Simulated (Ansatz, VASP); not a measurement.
## Cross-check of La (linear La chain) between VASP and Ansatz

Aim: how closely do two programs agree when they are given the same cell, functional and k mesh? The structure shown is the end of the Ansatz relaxation below.

Main program and level: Ansatz 0.2.0; plane waves, with VASP 6.6.1 beside it; single point at PBE, single point at RPBE and single point at LDA.

**1. The starting structure**

The cell holds 2 atoms: 2 La. Its edges and angles: a = 7.500 Å, b = 7.500 Å, c = 5.928 Å, α = 90.0°, β = 90.0°, γ = 90.0°. Vacuum lies along a and b. The structure's axis is c.

**2. Ansatz: relaxation, PBE**

Ansatz runs on its default PAW (the set named soft_2) files.

This run makes the geometry at which the two programs are then compared.

input.yaml

```yaml
crystal:
  lattice:
    - [7.5, 0.0, 0.0]
    - [0.0, 7.5, 0.0]
    - [0.0, 0.0, 7.866]
  atoms:
    - { symbol: La, position: [0.5, 0.5, 0.0] }
    - { symbol: La, position: [0.5, 0.5, 0.5] }
kpoints:
  mp_grid: { grid: [1, 1, 11] }
scf:
  occupations: { method: fermi_dirac, width: 0.05 }
hamiltonian:
  xc: pbe
relax:
  cell: { fix: [a, b, alpha, beta, gamma] }
  max_steps: 60
```

Run with:

```
$ ansatz run input.yaml --threads 4 --pin off --max-ram 8192MiB --backend cpu --events-out ev --progress --plain --runs-dir out
```

Numbers of over 12 decimals in the logs are rounded to 6 here.

The log of the run:

```text
Engine: ansatz 0.2.0, aarch64-unknown-linux-gnu
Pseudopotentials: kind: paw
Pseudopotential: La, paw, valence charge 11, recommended cutoff 420 eV (normal), La.paw.azcp
Functional definition: PBE
  parameter kappa = 0.804
  parameter beta = 0.066725
  exchange = pbe_x(kappa = kappa, mu = beta*pi^2/3)
  correlation = pbe_c(beta = beta)
Crystal: 2 atoms, lattice volume = 442.462 Å³
Basis set: ecut = 420 eV, 8627 PW (Γ), exchange–correlation on 108×108×108 points (8 copies of the dense FFT grid, shifted against one another)
Bands: 15, of which v1, the nominal top of the filled ones, is band 11 counted from 1 (10 counted from 0)
Symmetry: 32 space group operations
Space group: P4/mmm (ITA 123), of the structure as read, at distance tolerance 7.6e-5 Å
k-points: 6 of 11
Non-local potential: La, projectors of the file, l = 0: 3, l = 1: 2, l = 2: 2, l = 3: 3
PAW form: soft (Blöchl's): semilocal exchange-correlation on the pseudo side does not see the compensation charge
PAW one-centre angular grid: La, 590 points (default); XC on 64 Gauss nodes
Initial density: superposition of atomic densities (neutral atoms: chi_scale 0, normalization atom), corrected by the library's trained network
Initial wavefunctions: pseudopotential atomic-orbital guess
Functional: x = pbe(κ = 0.804, μ = 0.219515), c = pbe(β = 0.066725)
SCF iter   1: F=—  HF=-12494.574784 eV  |F-HF|=—  |Δ(HF+E_count)|=         —  Δρ=5.87e-3  dr2=3.33e-1  ethr=1.77e-3  ⟨swp⟩=6.7  Hψ=1104  notcnv=0
automatic band count: the SCF goes on with 19 bands, as 15 were too few: the levels above may hold too much charge
preconditioner: auto → LDOS  [metal: Δε(μ)=0.092 eV  Ē_g=0.914 eV  σ=0.050 eV  W_gap=0.42  n_scr=28 (ndim 8)  ℏωp=4.3 eV  f_vac=0.420  D(μ)=12.13/eV (n_scr^D=80)  β→1.0]
SCF iter   2: F=—  HF=-12495.454141 eV  |F-HF|=—  |Δ(HF+E_count)|=   8.79e-1  Δρ=8.46e-2  dr2=3.25e1  ethr=1.51e-3  ⟨swp⟩=4.8  Hψ=843  notcnv=0  recentre
automatic band count: the SCF goes on with 27 bands, as 19 were too few: the levels above may hold too much charge
SCF iter   3: F=—  HF=-12494.569919 eV  |F-HF|=—  |Δ(HF+E_count)|=   8.84e-1  Δρ=5.91e-3  dr2=2.94e-1  ethr=1.51e-3  ⟨swp⟩=3.0  Hψ=459  notcnv=0
SCF iter   4: F=—  HF=-12494.554007 eV  |F-HF|=—  |Δ(HF+E_count)|=   1.59e-2  Δρ=5.07e-3  dr2=2.17e-1  ethr=1.33e-3  ⟨swp⟩=2.3  Hψ=192  notcnv=0  defer=1
SCF iter   5: F=—  HF=-12494.539541 eV  |F-HF|=—  |Δ(HF+E_count)|=   1.45e-2  Δρ=4.52e-3  dr2=1.26e-1  ethr=9.88e-4  ⟨swp⟩=1.0  Hψ=162  notcnv=0
SCF iter   6: F=—  HF=-12494.524039 eV  |F-HF|=—  |Δ(HF+E_count)|=   1.55e-2  Δρ=1.79e-3  dr2=1.18e-2  ethr=5.72e-4  ⟨swp⟩=2.3  Hψ=243  notcnv=0
SCF iter   7: F=—  HF=-12494.522799 eV  |F-HF|=—  |Δ(HF+E_count)|=   1.24e-3  Δρ=4.95e-4  dr2=6.24e-4  ethr=5.37e-5  ⟨swp⟩=2.3  Hψ=255  notcnv=0
SCF iter   8: F=—  HF=-12494.522584 eV  |F-HF|=—  |Δ(HF+E_count)|=   2.15e-4  Δρ=2.28e-4  dr2=3.16e-4  ethr=2.84e-6  ⟨swp⟩=2.7  Hψ=327  notcnv=0
SCF iter   9: F=—  HF=-12494.522635 eV  |F-HF|=—  |Δ(HF+E_count)|=   5.11e-5  Δρ=2.33e-4  dr2=2.38e-4  ethr=1.44e-6  ⟨swp⟩=2.0  Hψ=173  notcnv=0
SCF iter  10: F=—  HF=-12494.522621 eV  |F-HF|=—  |Δ(HF+E_count)|=   1.47e-5  Δρ=3.96e-5  dr2=1.02e-5  ethr=1.08e-6  ⟨swp⟩=1.0  Hψ=162  notcnv=0
SCF iter  11: F=—  HF=-12494.522575 eV  |F-HF|=—  |Δ(HF+E_count)|=   4.53e-5  Δρ=9.39e-6  dr2=6.23e-7  ethr=4.64e-8  ⟨swp⟩=2.0  Hψ=218  notcnv=0
SCF iter  12: F=-12494.522575 eV  HF=-12494.522575 eV  |F-HF|=5.49e-8  |Δ(HF+E_count)|=   1.59e-8  Δρ=3.90e-6  dr2=7.13e-8  ethr=4.55e-10  ⟨swp⟩=3.7  Hψ=544  notcnv=0
SCF 1 converged in 12 iterations: F = -12494.522575 eV  dr2 = 7.13e-8
  greatest PAW one-centre occupation: 0.972 electrons in one spin orbital (limit 2), on the La atom at site 1 (counted from 0), in its partial waves of l = 0
relax step   1: F+E_penalty+E_count = -12494.52257521 eV  Δ(F+E_penalty+E_count) = +0.000e0 eV  max|allowed force component| = 1.972e-31 eV/Å  Δτ_max = 0.0000 Å  P = -1.244 GPa  Ω = 442.462 Å³  fix = [a, b, alpha, beta, gamma]  reactions: a -0.575, b -0.575 GPa  (12 SCF iters, dr2 threshold 1.00e-7 eV, accepted)
[...]
relax step   6: F+E_penalty+E_count = -12496.01001071 eV  Δ(F+E_penalty+E_count) = -1.618e-1 eV  max|allowed force component| = 1.578e-30 eV/Å  Δτ_max = 0.0000 Å  P = -0.551 GPa  Ω = 336.355 Å³  energy of the carried Pulay correction = +3.641e-4 eV  fix = [a, b, alpha, beta, gamma]  reactions: a -0.671, b -0.671 GPa  (7 SCF iters, dr2 threshold 2.00e-7 eV, accepted)
[...]
relax step   7: F+E_penalty+E_count = -12496.01235176 eV  Δ(F+E_penalty+E_count) = -2.341e-3 eV  max|allowed force component| = 5.916e-31 eV/Å  Δτ_max = 0.0000 Å  P = -0.411 GPa  Ω = 332.410 Å³  energy of the carried Pulay correction = +3.798e-4 eV  fix = [a, b, alpha, beta, gamma]  reactions: a -0.681, b -0.681 GPa  (6 SCF iters, dr2 threshold 2.00e-7 eV, accepted)
[...]
relax step   8: F+E_penalty+E_count = -12496.01279964 eV  Δ(F+E_penalty+E_count) = -4.479e-4 eV  max|allowed force component| = 3.944e-31 eV/Å  Δτ_max = 0.0000 Å  P = -0.448 GPa  Ω = 333.438 Å³  energy of the carried Pulay correction = +3.757e-4 eV  fix = [a, b, alpha, beta, gamma]  reactions: a -0.678, b -0.678 GPa  (5 SCF iters, dr2 threshold 4.21e-8 eV, accepted)
[...]
relax step   9: F+E_penalty+E_count = -12496.01209289 eV  Δ(F+E_penalty+E_count) = +7.067e-4 eV  max|allowed force component| = 4.339e-30 eV/Å  Δτ_max = 0.0000 Å  P = -0.447 GPa  Ω = 333.438 Å³  fix = [a, b, alpha, beta, gamma]  reactions: a -0.677, b -0.677 GPa  stress off target by 1.27e-2 GPa on what of the cell is left free  SCF on the basis re-selected at this cell (its energy is not comparable with the rows above)  (6 SCF iters)
basis re-selected at this cell: Δ(F+E_penalty+E_count) = +7.067e-4 eV, ΔP = +0.001 GPa vs the last step (what re-selecting the basis moved, of the pressure what is left beyond the Pulay correction that the steps carried, after the strain that the cell walked since its last selection, with what the two solves' SCF thresholds leave and, on support functions, any second-order correction that the steps lacked; it is no measure of the basis error at this ecutwfc). The dense FFT grid was sized anew with the basis: this SCF ran on 54×54×40 points, the steps before it on 54×54×54, so part of this shift can come from that change (see relax.cell in the input reference). [rest of the remark cut]
SCF converged after 6 iterations
Free energy (F): -12496.012093 eV
Harris-Foulkes:  -12496.012093 eV  (|F-HF|=5.46e-12)
Internal energy: -12495.981506 eV  (E = F + TS)
E sigma→0 (E₀):  -12495.996799 eV
Entropy (-TS):   -0.030587 eV (-15.294 meV/atom)
Fermi energy:    0.115484 eV
--- Per-component energies (eV) ---
  E_band       = -337.612260
  E_kinetic    = 387.277686
  E_local      = -2261.823811  (includes V_loc(G=0)·N_el)
  E_nonlocal   = 190.267153
  E_hartree    = 881.494294
  E_xc         = -275.330257
  E_vxc        = -290.673210  (∫ρ·V_xc dr)
  E_paw        = -10832.281458  (= ΣΔE_a)
  E_vpaw       = -125.648687  (= ΣTr[D̂ρ^β])
  E_aug_tail   = -0.000000  (compensation charges beyond the density's cutoff)
  E_ewald      = -585.585113
  E_smearing   = -0.030587  (= −TS)
  E_closure    = -0.000000  (closes the sum)
  Σ components = -12496.012093   (vs F -12496.012093, Δ=0.00e0)
--- Forces (eV/Å), atoms counted from 1 ---
  atom   1  La     0.00000000     0.00000000     0.00000000
  atom   2  La     0.00000000    -0.00000000    -0.00000000
  max |Σ_I F_I| component: 1.18e-29 eV/Å
--- Stress (GPa, compression-positive) ---
       -0.677140      -0.000000       0.000000
       -0.000000      -0.677140       0.000000
        0.000000       0.000000       0.012656
  P = ⅓ Tr σ = -0.4472 GPa (-4.472 kbar)
--- Relaxed structure (8 steps of the walk, 8 accepted, 1 SCFs on fresh bases) ---
  F+E_penalty+E_count = -12496.01209289 eV   max|allowed force component| = 4.339e-30 eV/Å   (the final SCF, on the basis selected at the relaxed cell)
  cell:  # Å, volume = 333.4377 Å³
    - [7.5, 0.0, 0.0]
    - [0.0, 7.5, 0.0]
    - [0.0, 0.0, 5.927781]
  atoms:
    - { symbol: La, position: [0.5, 0.5, 0.0] }
    - { symbol: La, position: [0.5, 0.5, 0.5] }
```

**3. VASP: single point, PBE**

The same cell, functional, mesh and smearing now go to VASP, with its own data sets.

Lines of VASP's logs that name or quote its potential files are left out, and so is its time.

INCAR

```
SYSTEM = La
PREC = Accurate
ENCUT = 500
EDIFF = 1E-06
NELM = 200
ISMEAR = -1
SIGMA = 0.05
LREAL = .FALSE.
ALGO = Normal
GGA = PE
NBANDS = 17
LASPH = .TRUE.
LORBIT = 11
LWAVE = .FALSE.
LCHARG = .FALSE.
ISIF = 2
GGA_COMPAT = .FALSE.
LMAXMIX = 6
KPAR = 2
```

POSCAR

```
La
1.0
    7.5000000000      0.0000000000      0.0000000000
    0.0000000000      7.5000000000      0.0000000000
    0.0000000000      0.0000000000      5.9277806521
La
2
Direct
    0.5000000000      0.5000000000      0.0000000000
    0.5000000000      0.5000000000      0.5000000000
```

KPOINTS

```
Automatic mesh
0
Gamma
1 1 11
0 0 0
```

Potentials, in the order of the species: La (PBE family, release 64).

Run with:

```
$ mpirun -np 2 vasp_std
```

The log of the run:

```text
[banner, memory and clock lines left out]
running    2 mpi-ranks, on    1 nodes
 distrk:  each k-point on    1 cores,    2 groups
 distr:  one band on    1 cores,    1 groups

 POSCAR found type information on POSCAR La
 POSCAR found :  1 types and       2 ions
 LDA part: xc-table for (Slater+PW92), standard interpolation
 POSCAR, INCAR and KPOINTS ok, starting setup
 FFT: planning ... GRIDC
 FFT: planning ... GRID_SOFT
 FFT: planning ... GRID
 WAVECAR not read
 entering main loop
       N       E                     dE             d eps       ncg     rms          rms(c)
DAV:   1     0.331051525146E+03    0.33105E+03   -0.70771E+03   204   0.106E+03
DAV:   2     0.126171487020E+03   -0.20488E+03   -0.19978E+03   260   0.265E+02
DAV:   3     0.116353439698E+02   -0.11454E+03   -0.11319E+03   268   0.170E+02
DAV:   4    -0.583576023927E+01   -0.17471E+02   -0.17218E+02   348   0.942E+01
DAV:   5    -0.881634328208E+01   -0.29806E+01   -0.26634E+01   407   0.365E+01    0.805E+00
DAV:   6    -0.538060282656E+01    0.34357E+01   -0.35144E+01   360   0.461E+01    0.635E+00
DAV:   7    -0.567498311387E+01   -0.29438E+00   -0.83116E+00   399   0.203E+01    0.301E+00
DAV:   8    -0.557290775658E+01    0.10208E+00   -0.16903E+00   327   0.945E+00    0.625E-01
DAV:   9    -0.558833554246E+01   -0.15428E-01   -0.41077E-01   408   0.497E+00    0.900E-01
DAV:  10    -0.558040061552E+01    0.79349E-02   -0.21008E-01   352   0.384E+00    0.275E-01
DAV:  11    -0.557972517255E+01    0.67544E-03   -0.15053E-02   392   0.106E+00    0.211E-01
DAV:  12    -0.557807941285E+01    0.16458E-02   -0.59637E-03   352   0.713E-01    0.598E-02
DAV:  13    -0.557839106271E+01   -0.31165E-03   -0.11103E-03   392   0.204E-01    0.373E-02
DAV:  14    -0.557859284761E+01   -0.20178E-03   -0.52777E-04   400   0.165E-01    0.120E-02
DAV:  15    -0.557869366155E+01   -0.10081E-03   -0.20117E-04   360   0.987E-02    0.193E-02
DAV:  16    -0.557871109957E+01   -0.17438E-04   -0.10590E-04   368   0.699E-02    0.457E-03
DAV:  17    -0.557871405157E+01   -0.29520E-05   -0.10035E-05   344   0.186E-02    0.422E-03
DAV:  18    -0.557871463131E+01   -0.57973E-06   -0.13356E-06   264   0.127E-02
   1 F= -.55787146E+01 E0= -.55637383E+01  d E =-.299527E-01
```

From OUTCAR (step 3):

```text
ion  position               nearest neighbor table
   1  0.500  0.500  0.000-   2 2.96   2 2.96
   2  0.500  0.500  0.500-   1 2.96   1 2.96

  LATTYP: Found a simple tetragonal cell.
 ALAT       =     7.5000000000
 C/A-ratio  =     0.7903707536

 Subroutine GETGRP returns: Found 16 space group operations
 (whereof 16 operations were pure point group operations)

The static configuration has the point symmetry D_4h.

 Found      6 irreducible k-points:

   k-points           NKPTS =      6   k-points in BZ     NKDIM =      6   number of bands    NBANDS=     17

   dimension x,y,z NGX =    56 NGY =   56 NGZ =   48
   dimension x,y,z NGXF=   112 NGYF=  112 NGZF=   96

   ENCUT  =  500.0 eV  36.75 Ry    6.06 a.u.  13.67 13.67 10.81*2*pi/ulx,y,z

   NELECT =      22.0000    total number of electrons

 k-points in reciprocal lattice and weights: Automatic mesh
   0.00000000  0.00000000  0.00000000       0.091
   0.00000000  0.00000000  0.09090909       0.182
   0.00000000  0.00000000  0.18181818       0.182
   0.00000000  0.00000000  0.27272727       0.182
   0.00000000  0.00000000  0.36363636       0.182
   0.00000000  0.00000000  0.45454545       0.182

 average (electrostatic) potential at core
       1-105.3125       2-105.3125

 E-fermi :  -0.5854

 k-point     1 :       0.0000    0.0000    0.0000
  band No.  band energies     occupation
    ...
      8     -15.4299      2.00000
      9      -1.5688      2.00000
     10      -1.4904      2.00000
     11      -1.4904      2.00000
     12      -1.1271      1.99996
     13      -0.2734      0.00389
     14       0.0257      0.00001
     15       0.5143      0.00000
     16       0.5230      0.00000
     17       0.5232      0.00000

 k-point     2 :       0.0000    0.0000    0.0909
  band No.  band energies     occupation
    ...
      8     -15.5319      2.00000
      9      -1.4854      2.00000
     10      -1.4367      2.00000
     11      -1.4367      2.00000
     12      -1.0306      1.99973
     13      -0.2500      0.00244
     14       0.0449      0.00001
     15       0.4927      0.00000
     16       0.5098      0.00000
     17       0.5099      0.00000

 k-point     3 :       0.0000    0.0000    0.1818
  band No.  band energies     occupation
    ...
      8     -15.8201      2.00000
      9      -1.3126      2.00000
     10      -1.2799      2.00000
     11      -1.2799      2.00000
     12      -0.6977      1.80868
     13      -0.1809      0.00061
     14       0.1007      0.00000
     15       0.4152      0.00000
     16       0.4639      0.00000
     17       0.4640      0.00000

  Total       -1.4122436     -1.4122436      0.0366939      0.0000000      0.0000000      0.0000000
  in kB       -6.7858702     -6.7858702      0.1763150      0.0000000      0.0000000      0.0000000
  external PRESSURE =      -4.4651418 kB  Pullay stress =       0.0000000 kB

  energy-cutoff  :      500.00
  volume of cell :      333.44
      direct lattice vectors                 reciprocal lattice vectors
     7.500000000  0.000000000  0.000000000     0.133333333  0.000000000  0.000000000
     0.000000000  7.500000000  0.000000000     0.000000000  0.133333333  0.000000000
     0.000000000  0.000000000  5.927780652     0.000000000  0.000000000  0.168697200

 POSITION                                       TOTAL-FORCE (eV/Angst)
 -----------------------------------------------------------------------------------
      3.75000      3.75000      0.00000         0.000000      0.000000      0.000000
      3.75000      3.75000      2.96389        -0.000000      0.000000     -0.000000
 -----------------------------------------------------------------------------------
    total drift:                               -0.000000      0.000000      0.000000

  FREE ENERGIE OF THE ION-ELECTRON SYSTEM (eV)
  ---------------------------------------------------
  free  energy   TOTEN  =        -5.5787146313 eV

  energy  without entropy=       -5.5487619720  energy(sigma->0) =       -5.56373830

 total charge
# of ion       s       p       d       f       tot
--------------------------------------------------
    1        2.035   5.524   1.094   0.116   8.769
    2        2.035   5.524   1.094   0.116   8.769
--------------------------------------------------
tot          4.071  11.047   2.188   0.231  17.538

[... 3 further parts left out ...]
```

**4. Differences**

Known differences besides the potentials themselves: the cutoff is 420 eV in Ansatz and 500 eV in VASP; Ansatz's pressure holds a Pulay correction, VASP's none. Total energies have different zeros and are not compared.

The two programs side by side:

```csv
quantity,Ansatz,VASP,difference
pressure (GPa),-0.45,-0.45,0.00
```

**5. Ansatz: relaxation, RPBE**

This run makes the geometry at which the two programs are then compared. The cell compared in this pair holds 337.39 Å³, against 333.44 Å³ for the pair before.

The structure compared here is the end of the Ansatz relaxation.

input.yaml, the sections that differ from step 2:

```yaml
crystal:
  lattice:
    - [7.5, 0.0, 0.0]
    - [0.0, 7.5, 0.0]
    - [0.0, 0.0, 7.866]
  atoms:
    - { symbol: La, position: [0.5, 0.5, 0.0], spin: 1.0 }
    - { symbol: La, position: [0.5, 0.5, 0.5], spin: -1.0 }
magnetization:
  spin_polarized: true
hamiltonian:
  xc: rpbe
# kpoints, scf, relax: as in step 2
```

Run with:

```
$ ansatz run input.yaml --threads 4 --pin off --max-ram 8192MiB --backend cpu --events-out ev --progress --plain --runs-dir out
```

The log of the run:

```text
[...]
Crystal: 2 atoms, lattice volume = 442.462 Å³
Basis set: ecut = 420 eV, 8627 PW (Γ), exchange–correlation on 108×108×108 points (8 copies of the dense FFT grid, shifted against one another)
Bands: 16, of which v1, the nominal top of the filled ones, is band 11 counted from 1 (10 counted from 0)
Symmetry: 16 space group operations
[...]
0.000000      -0.600627       0.000000
        0.000000       0.000000      -0.024476
  P = ⅓ Tr σ = -0.4086 GPa (-4.086 kbar)
--- Relaxed structure (8 steps of the walk, 8 accepted, 1 SCFs on fresh bases) ---
[...]
cell:  # Å, volume = 337.3903 Å³
    - [7.5, 0.0, 0.0]
    - [0.0, 7.5, 0.0]
    - [0.0, 0.0, 5.998049]
  atoms:
    - { symbol: La, position: [0.5, 0.5, 0.0] }
    - { symbol: La, position: [0.5, 0.5, 0.5] }
[key lines of the parts left out:]
SCF converged after 9 iterations
Magnetization: 0.0000 μB (11.0000 up, 11.0000 down)
Free energy (F): -12515.714504 eV
Fermi energy:    0.238063 eV
```

(Part 1 of 2 ends here.)

[Lines on the potential files, build, host, timing and source positions are cut from VASP's logs without a mark.]

[Logs are printed without paths, hosts, clocks, repeated set-up lines and the standing remarks that a program may print on its own settings, such as how far it seeks lower states.]

[Hosts, paths, dates, database ids (printed as entryN), source tags and the programs' standing remarks are cut or masked in the printed files.]
